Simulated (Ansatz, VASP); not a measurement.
# SbPbS2: VASP beside Ansatz

Wanted: the spread between two codes on one cell, functional and k mesh. Other levels of theory on this material are compared in a session of their own. Valence electrons are named where the data sets of a main pair hold unlike numbers.

Program: Ansatz 0.2.0. Level of theory: plane waves, with VASP 6.6.1 beside it; single point at RPBE. Results are calculated unless marked as measured.

**1. Set-up**

The cell holds 8 atoms: 2 Pb, 4 S and 2 Sb. Cell: a = 4.293 Å, b = 3.964 Å, c = 23.953 Å, α = 90.0°, β = 90.0°, γ = 90.0°. It derives from SbPbS2. As first built, before any earlier steps moved the atoms (in the runner's words): kind sheets cut from a layered crystal; sheets 2. Vacuum lies along c.

**2. Ansatz: single point, RPBE**

Ansatz runs on its default PAW (the set named soft_2) files.

A single point gives forces, pressure and levels at one fixed geometry, so differences don't come from the geometry; what else differs is listed under the comparison.

The input, input.yaml:

```yaml
crystal:
  lattice:
    - [4.293442, 0.0, 0.0]
    - [0.0, 3.964018, 0.0]
    - [0.0, 0.0, 23.9533495716]
  atoms:
    - { symbol: Pb, position: [0.5, 0.0, 0.68689139] }
    - { symbol: Pb, position: [0.5, 0.5, 0.437483724] }
    - { symbol: S, position: [0.0, 0.5, 0.66860881] }
    - { symbol: S, position: [0.5, 0.0, 0.566705327] }
    - { symbol: S, position: [0.0, 0.0, 0.419201144] }
    - { symbol: S, position: [0.5, 0.5, 0.317297662] }
    - { symbol: Sb, position: [0.0, 0.5, 0.562516276] }
    - { symbol: Sb, position: [0.0, 0.0, 0.31310861] }
hamiltonian:
  xc: rpbe
  pseudopotentials: { kind: paw }
kpoints:
  mp_grid: { grid: [6, 7, 1] }
scf:
  occupations: { method: gaussian, width: 0.05 }
  n_extra_bands: 6
efield:
  axis: 3
  dipole_correction: true
  ramp_width: 0.04
output:
  forces: true
  eigenvalues: true
```

Started as:

```sh
> ansatz run input.yaml --threads 4 --pin off --max-ram 9216MiB --backend cpu --events-out ev --progress --plain --runs-dir out
```

Numbers of over 12 decimals in the logs are rounded to 6 here.

The program printed:

```text
scf.n_extra_bands = 6 over 41 filled bands (N_el = 82.0): the run solves 47 bands
Engine: ansatz 0.2.0, x86_64-unknown-linux-gnu
Pseudopotentials: kind: paw
Pseudopotential: Pb, paw, valence charge 14, recommended cutoff 420 eV (normal), Pb.paw.azcp
Pseudopotential: S, paw, valence charge 6, recommended cutoff 420 eV (normal), S.paw.azcp
Pseudopotential: Sb, paw, valence charge 15, recommended cutoff 420 eV (normal), Sb.paw.azcp
Functional definition: RPBE
  parameter kappa = 0.804
  parameter beta = 0.066725
  exchange = rpbe_x(kappa = kappa, mu = beta*pi^2/3)
  correlation = pbe_c(beta = beta)
Crystal: 8 atoms, lattice volume = 407.669 Å³
Basis set: ecut = 420 eV, 7975 PW (Γ), exchange–correlation on 60×54×324 points (8 copies of the dense FFT grid, shifted against one another)
Bands: 47, of which v1, the nominal top of the filled ones, is band 41 counted from 1 (40 counted from 0)
Symmetry: 4 space group operations
Space group: Pmm2 (ITA 25), of the structure as read, at distance tolerance 7.4e-5 Å
k-points: 16 of 42
Non-local potential: Pb, projectors of the file, l = 0: 2, l = 1: 2, l = 2: 2, l = 3: 2
Non-local potential: S, projectors of the file, l = 0: 2, l = 1: 2, l = 2: 2
Non-local potential: Sb, projectors of the file, l = 0: 2, l = 1: 2, l = 2: 2, l = 3: 2
PAW form: soft (Blöchl's): semilocal exchange-correlation on the pseudo side does not see the compensation charge
PAW frozen core: Pb, regenerated for the run's functional, and the local potential with it (the file was generated under x = pbe(κ = 0.804, μ = 0.219515), c = pbe(β = 0.066725))
PAW frozen core: S, regenerated for the run's functional, and the local potential with it (the file was generated under x = pbe(κ = 0.804, μ = 0.219515), c = pbe(β = 0.066725))
PAW frozen core: Sb, regenerated for the run's functional, and the local potential with it (the file was generated under x = pbe(κ = 0.804, μ = 0.219515), c = pbe(β = 0.066725))
PAW one-centre angular grid: Pb, 590 points (default); XC on 64 Gauss nodes
PAW one-centre angular grid: S, 110 points (default); XC on 64 Gauss nodes
PAW one-centre angular grid: Sb, 590 points (default); XC on 64 Gauss nodes
Initial density: superposition of atomic densities (neutral atoms: chi_scale 0, normalization atom), corrected by the library's trained network
Initial wavefunctions: pseudopotential atomic-orbital guess
Functional: x = rpbe, c = pbe(β = 0.066725)
SCF iter   1: F=—  HF=-40453.395518 eV  |F-HF|=—  |Δ(HF+E_count)|=         —  Δρ=2.65e-3  dr2=1.67e-1  ethr=1.77e-3  p=0.098 e·Å  D=4.33e-2 V/Å  ΔV_dip=-1.04 eV  dr2_dipole=1.05e-1  V_vac-E_F(+/−)=2.98/4.02 eV  ⟨swp⟩=7.9  Hψ=3139  notcnv=0
efield: sawtooth ramp at fractional position 0.9800 (placed from the atoms, in the widest stretch of the axis that holds none; the zero of the levels goes with the place), width 0.0400; the density the first Hamiltonian is built on has a dipole p = 0.098 e·Å; the dipole correction subtracts the counter field D = 4.33e-2 V/Å, which shifts the + side's vacuum level by -1.04 eV against the − side's; the planar-averaged density in the ramp window peaks in size at 6.7e-5 e/Å³
preconditioner: auto → LDOS  [metal: Δε(μ)=0.034 eV  Ē_g=11.424 eV  σ=0.050 eV  W_gap=0.36  n_scr=58 (ndim 8)  ℏωp=14.5 eV  f_vac=0.474  D(μ)=7.01/eV (n_scr^D=36)  β→1.0]
SCF iter   2: F=—  HF=-40453.386451 eV  |F-HF|=—  |Δ(HF+E_count)|=   9.07e-3  Δρ=1.67e-3  dr2=3.07e-2  ethr=2.04e-4  p=0.079 e·Å  D=3.52e-2 V/Å  ΔV_dip=-0.84 eV  dr2_dipole=9.92e-3  V_vac-E_F(+/−)=2.96/3.80 eV  ⟨swp⟩=3.6  Hψ=1491  notcnv=0  defer=24
SCF iter   3: F=—  HF=-40453.384592 eV  |F-HF|=—  |Δ(HF+E_count)|=   1.86e-3  Δρ=1.08e-3  dr2=1.85e-2  ethr=3.74e-5  p=0.074 e·Å  D=3.29e-2 V/Å  ΔV_dip=-0.79 eV  dr2_dipole=6.52e-3  V_vac-E_F(+/−)=2.97/3.76 eV  ⟨swp⟩=2.1  Hψ=1457  notcnv=0  defer=24
SCF iter   4: F=—  HF=-40453.381631 eV  |F-HF|=—  |Δ(HF+E_count)|=   2.96e-3  Δρ=2.43e-4  dr2=2.85e-3  ethr=2.25e-5  p=0.070 e·Å  D=3.12e-2 V/Å  ΔV_dip=-0.75 eV  dr2_dipole=1.58e-3  V_vac-E_F(+/−)=2.98/3.73 eV  ⟨swp⟩=2.9  Hψ=1429  notcnv=0  defer=24
SCF iter   5: F=—  HF=-40453.381404 eV  |F-HF|=—  |Δ(HF+E_count)|=   2.27e-4  Δρ=1.21e-4  dr2=3.51e-4  ethr=3.48e-6  p=0.067 e·Å  D=2.99e-2 V/Å  ΔV_dip=-0.72 eV  dr2_dipole=9.66e-5  V_vac-E_F(+/−)=3.00/3.72 eV  ⟨swp⟩=1.6  Hψ=768  notcnv=0  defer=24
SCF iter   6: F=—  HF=-40453.381411 eV  |F-HF|=—  |Δ(HF+E_count)|=   7.67e-6  Δρ=4.87e-5  dr2=1.92e-5  ethr=4.28e-7  p=0.067 e·Å  D=2.98e-2 V/Å  ΔV_dip=-0.71 eV  dr2_dipole=9.82e-7  V_vac-E_F(+/−)=3.02/3.73 eV  ⟨swp⟩=2.1  Hψ=933  notcnv=0  defer=24
SCF iter   7: F=—  HF=-40453.381782 eV  |F-HF|=—  |Δ(HF+E_count)|=   3.71e-4  Δρ=2.14e-5  dr2=4.62e-6  ethr=2.35e-8  p=0.067 e·Å  D=2.98e-2 V/Å  ΔV_dip=-0.71 eV  dr2_dipole=1.26e-7  V_vac-E_F(+/−)=3.02/3.73 eV  ⟨swp⟩=2.1  Hψ=1412  notcnv=0  defer=24
SCF iter   8: F=—  HF=-40453.381783 eV  |F-HF|=—  |Δ(HF+E_count)|=   3.13e-7  Δρ=6.78e-6  dr2=5.19e-7  ethr=5.64e-9  p=0.067 e·Å  D=2.99e-2 V/Å  ΔV_dip=-0.72 eV  dr2_dipole=7.98e-8  V_vac-E_F(+/−)=3.02/3.73 eV  ⟨swp⟩=2.0  Hψ=1385  notcnv=0  defer=24
SCF iter   9: F=-40453.381783 eV  HF=-40453.381783 eV  |F-HF|=6.16e-8  |Δ(HF+E_count)|=   2.38e-7  Δρ=2.17e-6  dr2=8.60e-8  ethr=1.22e-10  p=0.067 e·Å  D=2.99e-2 V/Å  ΔV_dip=-0.72 eV  dr2_dipole=1.12e-8  V_vac-E_F(+/−)=3.02/3.73 eV  ⟨swp⟩=11.8  Hψ=3470  notcnv=0
SCF 1 converged in 9 iterations: F = -40453.381783 eV  dr2 = 8.60e-8
  greatest PAW one-centre occupation: 0.995 electrons in one spin orbital (limit 2), on the Sb atom at site 6 (counted from 0), in its partial waves of l = 2
SCF converged after 9 iterations
Free energy (F): -40453.381783 eV
Harris-Foulkes:  -40453.381783 eV  (|F-HF|=6.16e-8)
Internal energy: -40453.374844 eV  (E = F + TS)
E sigma→0 (E₀):  -40453.378314 eV
Entropy (-TS):   -0.006939 eV (-0.867 meV/atom)
Fermi energy:    2.924155 eV
Dipole field:    D = 0.029776 V/Å  (p = 0.067082 e·Å, saw-weighted, corrected)
Work function:   Φ+ = 3.0200 eV   Φ− = 3.7333 eV
Levels:          The Fermi level and band energies are counted from a zero that moves with the ramp; work functions are not
--- Per-component energies (eV) ---
  E_band       = -977.759072
  E_kinetic    = 1406.261650
  E_local      = -44215.868908  (includes V_loc(G=0)·N_el)
  E_nonlocal   = 1534.523601
  E_hartree    = 21382.119904
  E_xc         = -1106.226068
  E_vxc        = -801.743197  (∫ρ·V_xc dr)
  E_paw        = -32417.747990  (= ΣΔE_a)
  E_vpaw       = -1665.373393  (= ΣTr[D̂ρ^β])
  E_aug_tail   = 0.000100  (compensation charges beyond the density's cutoff)
  E_efield     = 0.000999  (sawtooth field / dipole correction)
  E_vefield    = 0.211327  (∫n·V_field dr)
  E_ewald      = 12963.571632
  E_core_change = -0.009763  (= ΣΔE_core)
  E_smearing   = -0.006939  (= −TS)
  E_closure    = -0.000000  (closes the sum)
  Σ components = -40453.381783   (vs F -40453.381783, Δ=0.00e0)
--- Forces (eV/Å), atoms counted from 1 ---
  atom   1  Pb     0.00000000     0.00000000    -0.15997341
  atom   2  Pb     0.00000000     0.00000000    -0.01826818
  atom   3  S      0.00000000     0.00000000     0.30752100
  atom   4  S      0.00000000     0.00000000     0.36639281
  atom   5  S      0.00000000     0.00000000    -0.24333525
  atom   6  S      0.00000000     0.00000000    -0.05073613
  atom   7  Sb     0.00000000     0.00000000    -0.35232187
  atom   8  Sb     0.00000000     0.00000000     0.15071612
  max |Σ_I F_I| component: 4.90e-6 eV/Å
--- Band table (eV; the first three rows and the last of 16) ---
  k-point 0: bands = [... 37 lower, 0.1914, 0.8459, 1.1356, 2.3754, 3.9061, 5.2441, 5.5080, 5.6058, ... 2 higher]
  k-point 1: bands = [... 37 lower, 0.3084, 0.8036, 1.0362, 2.5163, 4.0094, 4.4697, 4.7630, 4.8070, ... 2 higher]
  k-point 2: bands = [... 37 lower, 0.4927, 0.8052, 0.9261, 2.9030, 3.0874, 3.2896, 3.4247, 3.7639, ... 2 higher]
  k-point 15: bands = [... 37 lower, -0.7115, -0.1012, 0.2827, 4.1571, 4.5931, 4.6759, 4.9163, 5.7324, ... 2 higher]
```

Run time: 2.2 s. Hardware: 4 threads of AMD EPYC 9R45 (Zen 5), shared host; peak memory 0.94 GiB.

**3. VASP: single point, RPBE**

The same cell, functional, mesh and smearing now go to VASP, with its own data sets.

Lines of VASP's logs that name or quote its potential files are left out, and so is its time.

The input, INCAR:

```
SYSTEM = SbPbS2
PREC = Normal
ENCUT = 350
EDIFF = 1E-06
NELM = 120
ISMEAR = 0
SIGMA = 0.05
LREAL = .FALSE.
ALGO = Normal
GGA = RP
NBANDS = 29
LORBIT = 11
LWAVE = .FALSE.
LCHARG = .FALSE.
KPAR = 4
IDIPOL = 3
LDIPOL = .TRUE.
DIPOL = 0.5 0.5 0.496
LVHAR = .TRUE.
LVACPOTAV = .TRUE.
```

The input, POSCAR:

```
SbPbS2
1.0
    4.2934420000      0.0000000000      0.0000000000
    0.0000000000      3.9640180000      0.0000000000
    0.0000000000      0.0000000000     23.9533495716
Pb S Sb
2 4 2
Direct
    0.5000000000      0.0000000000      0.6868913900
    0.5000000000      0.5000000000      0.4374837240
    0.0000000000      0.5000000000      0.6686088100
    0.5000000000      0.0000000000      0.5667053270
    0.0000000000      0.0000000000      0.4192011440
    0.5000000000      0.5000000000      0.3172976620
    0.0000000000      0.5000000000      0.5625162760
    0.0000000000      0.0000000000      0.3131086100
```

The input, KPOINTS:

```
Automatic mesh
0
Gamma
6 7 1
0 0 0
```

Potentials, in the order of the species: Pb, S and Sb (PBE family, release 64).

Started as:

```sh
> mpirun -np 4 vasp_std
```

The program printed:

```text
[banner, memory and clock lines left out]
running    4 mpi-ranks, on    1 nodes
 distrk:  each k-point on    1 cores,    4 groups
 distr:  one band on    1 cores,    1 groups

 POSCAR found type information on POSCAR PbS Sb
 POSCAR found :  3 types and       8 ions
|                                                                             |
|               ----> ADVICE to this user running VASP <----                  |
|                                                                             |
|     You enforced a specific xc type in the INCAR file but a different       |
|     [... a line on the potential file left out ...]
|     I HOPE YOU KNOW WHAT YOU ARE DOING!                                     |
|                                                                             |

 LDA part: xc-table for (Slater+PW92), standard interpolation
 POSCAR, INCAR and KPOINTS ok, starting setup
 FFT: planning ... GRIDC
 FFT: planning ... GRID_SOFT
 FFT: planning ... GRID
 WAVECAR not read
 entering main loop
       N       E                     dE             d eps       ncg     rms          rms(c)
DAV:   1     0.251863421097E+03    0.25186E+03   -0.11502E+04   928   0.801E+02
DAV:   2     0.663729112739E+01   -0.24523E+03   -0.23696E+03  1287   0.172E+02
DAV:   3    -0.305691355497E+02   -0.37206E+02   -0.36510E+02  1076   0.729E+01
DAV:   4    -0.324145916035E+02   -0.18455E+01   -0.18305E+01  1307   0.182E+01
DAV:   5    -0.324665290382E+02   -0.51937E-01   -0.51884E-01  1234   0.325E+00    0.173E+01
DAV:   6    -0.308035293640E+02    0.16630E+01   -0.42994E+00  1179   0.805E+00    0.106E+01
DAV:   7    -0.320596054730E+02   -0.12561E+01   -0.12163E+01  1384   0.966E+00    0.579E+00
DAV:   8    -0.316804807983E+02    0.37912E+00   -0.29892E+01  1515   0.132E+01    0.397E+00
DAV:   9    -0.308382109657E+02    0.84227E+00   -0.33174E+00  1415   0.641E+00    0.208E+00
DAV:  10    -0.308086279484E+02    0.29583E-01   -0.41465E-01  1206   0.260E+00    0.143E+00
DAV:  11    -0.308195238727E+02   -0.10896E-01   -0.94389E-02  1336   0.115E+00    0.994E-01
DAV:  12    -0.308174407187E+02    0.20832E-02   -0.10744E-02  1171   0.462E-01    0.531E-01
DAV:  13    -0.308065990243E+02    0.10842E-01   -0.62261E-02  1430   0.881E-01    0.176E-01
DAV:  14    -0.308060871198E+02    0.51190E-03   -0.59524E-03  1190   0.280E-01    0.936E-02
[...]
DAV:  21    -0.308056736436E+02   -0.71333E-04   -0.37144E-05  1094   0.186E-02    0.632E-03
DAV:  22    -0.308056919981E+02   -0.18354E-04   -0.50105E-06  1137   0.905E-03    0.585E-03
DAV:  23    -0.308057024695E+02   -0.10471E-04   -0.76122E-07   846   0.344E-03    0.483E-03
DAV:  24    -0.308057317255E+02   -0.29256E-04   -0.36386E-06   864   0.536E-03    0.256E-03
DAV:  25    -0.308057517849E+02   -0.20059E-04   -0.11454E-06   874   0.273E-03    0.161E-03
DAV:  26    -0.308057586408E+02   -0.68558E-05   -0.28753E-07   714   0.185E-03    0.862E-04
DAV:  27    -0.308057692474E+02   -0.10607E-04   -0.86802E-07   747   0.206E-03    0.118E-03
DAV:  28    -0.308057701105E+02   -0.86311E-06   -0.10179E-07   688   0.115E-03
|                                                                             |
|           W    W    AA    RRRRR   N    N  II  N    N   GGGG   !!!           |
|           W    W   A  A   R    R  NN   N  II  NN   N  G    G  !!!           |
|           W    W  A    A  R    R  N N  N  II  N N  N  G       !!!           |
|           W WW W  AAAAAA  RRRRR   N  N N  II  N  N N  G  GGG   !            |
|           WW  WW  A    A  R   R   N   NN  II  N   NN  G    G                |
|           W    W  A    A  R    R  N    N  II  N    N   GGGG   !!!           |
|                                                                             |
|     Did not find any points to average over, which means that no vacuum     |
|     field-free region was found. Please increase the size of  your cell     |
|     in the dimension of the dipole correction to obtain accurate            |
|     workfunction values.                                                    |
|                                                                             |

   1 F= -.30805770E+02 E0= -.30802240E+02  d E =-.705965E-02
```

(Continued in part 2 of 2.)

[Lines on the potential files, build, host, timing and source positions are cut from VASP's logs without a mark.]

[Logs are printed without paths, hosts, clocks, repeated set-up lines and the standing remarks that a program may print on its own settings, such as how far it seeks lower states.]

[Hosts, paths, dates, database ids (printed as entryN), source tags and the programs' standing remarks are cut or masked in the printed files.]
